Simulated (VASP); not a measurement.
Energy against volume of AgCl (rock salt). All values below come from TPSS meta-GGA, VASP's PBE PAW potentials (set 64) (plane waves; VASP). Settings: 520 eV cut-off, 8×8×8 Γ-centred mesh, Gaussian smearing of 0.050 eV, potentials Ag Cl.

| V (Å³/atom) | E (eV/atom) |
|---|---|
| 20.728 | -9.63064 |
| 21.369 | -9.63466 |
| 22.010 | -9.63303 |
| 22.651 | -9.62679 |

Question: Fit these four points and predict the energy of the run at 20.087 Å³/atom.

Answer: A cubic in V^(−2/3), the third-order Birch-Murnaghan form, passes through the four points with V0 = 21.49 Å³/atom and B0 = 45 GPa, and gives -9.6197 eV/atom there. The run gave -9.6198 eV/atom, -0.1 meV/atom from the fit; all five points give B0 = 45 GPa.

The compound is AgCl in the rock salt structure. It was relaxed first.
